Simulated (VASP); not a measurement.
Shape and ions are relaxed at each volume.

Input:

```cif
data_Os2
_chemical_formula_sum 'Os2'
_space_group_name_H-M_alt 'P 1'
_space_group_IT_number 1
_cell_length_a 2.76182
_cell_length_b 2.76182
_cell_length_c 4.36283
_cell_angle_alpha 90.000
_cell_angle_beta 90.000
_cell_angle_gamma 120.000
loop_
_space_group_symop_operation_xyz
  'x, y, z'
loop_
_atom_site_label
_atom_site_type_symbol
_atom_site_fract_x
_atom_site_fract_y
_atom_site_fract_z
_atom_site_occupancy
Os1 Os 0.33333 0.66667 0.25000 1
Os2 Os 0.66667 0.33333 0.75000 1
```

All values below come from optB88-vdW, VASP's PBE PAW potentials (set 64) (plane waves; VASP). Run with 520 eV cut-off, 15×15×9 Γ-centred mesh, first-order Methfessel-Paxton smearing of 0.10 eV, potentials Os.

**Question.** Give the energy at these volumes per atom, relative to the lowest: 13.55, 13.98, 14.41, 14.84, 15.27 Å³.

**Answer.** 72.4, 17.0, 0.0, 15.1, 57.1 meV/atom. A third-order Birch-Murnaghan fit gives B0 = 396 GPa and B0′ = 4.9.

Measured: bulk modulus 425 GPa at 0 K (computed value off by -6.8 %), as given by Vázquez-Parga, Fernández-Martínez, Viñes, J. Chem. Theory Comput. (2023), doi:10.1021/acs.jctc.3c00612, Supporting … [zero-point energy and finite temperature contributions removed].

The compound is Os in the hcp structure. It was relaxed first.
